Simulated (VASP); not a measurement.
Consider the following.

```yaml
crystal:
  lattice:
    - [-2.04674, 2.04674, 2.04674]
    - [2.04674, -2.04674, 2.04674]
    - [2.04674, 2.04674, -2.04674]
  atoms:
    - { symbol: Sm, position: [0.00000, 0.00000, 0.00000] }
```

All values below come from r2SCAN meta-GGA, VASP's PBE PAW potentials (set 64) (plane waves; VASP 6.6.1). Numerical set-up: 400 eV cut-off, 14×14×14 Γ-centred mesh, tetrahedra with Blöchl corrections, potentials Sm_3.

The 4f electrons are frozen in the core of the lanthanide potential, so 4f levels, which can set the real gap, and their magnetism are missing.

Predict the energy per atom (σ→0), band gap (over mesh and band path) with the smallest direct gap where there is one.

| Property | Value |
|---|---|
| band gap (over mesh and band path) | none (metal, semimetal or under 0.01 eV) |
| energy per atom (σ→0) | -29.602 eV/atom |

Total energies compare only between runs with the same potentials, cut-off and functional.

The structure was generated: Sm was put into the bcc type (Im-3m), which need not be its known phase. It was relaxed first.
